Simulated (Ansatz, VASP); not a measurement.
**Mg3NbO2: VASP beside Ansatz**

```
CELL_PARAMETERS angstrom
5.15984 0.00000 0.00000
-2.57992 4.46856 0.00000
0.00000 0.00000 3.65727
ATOMIC_POSITIONS crystal
Mg 0.50000 0.00000 0.50000
Mg 0.00000 0.50000 0.50000
Mg 0.50000 0.50000 0.50000
Nb 0.00000 0.00000 0.00000
O 0.33333 0.66667 0.00000
O 0.66667 0.33333 0.00000
```

Change from the starting cell: species swapped into the NdAl2Pt3 type (P6/mmm, No. 191).

Alike in both runs: task single point; functional PBE; k mesh 6 × 6 × 6; occupations gaussian, width 0.1 eV; no spin polarisation.

|  | VASP | Ansatz |
| --- | --- | --- |
| version | VASP 6.6.1 | Ansatz 0.2.0 |
| potentials or method | VASP PAW PBE potentials, release 64 (Mg, Nb_sv, O) | scalar-relativistic, plane waves, PAW |
| plane-wave cutoff (eV) | 520 | 420 |
| valence electrons in the cell | 31 | 55 |

Ansatz gave:

```
gap on the k mesh at the Fermi level (eV)       : none
pressure (GPa)                                  : -3.5
largest component of the traceless stress (GPa) : 25.72
```

Q: Estimate VASP's values.

A: gap on the k mesh at the Fermi level (eV): none; pressure (GPa): -3.7; largest component of the traceless stress (GPa): 25.91.

A gap of «none» marks a metal or a gap that the smearing closes. The functional is the same, so the differences come from potentials, cutoffs and numerics. The two sets of potentials don't hold the same shells in valence.

Caveats: an odd number of electrons without spin polarisation forces a metal; a magnetic or distorted state may lie lower.
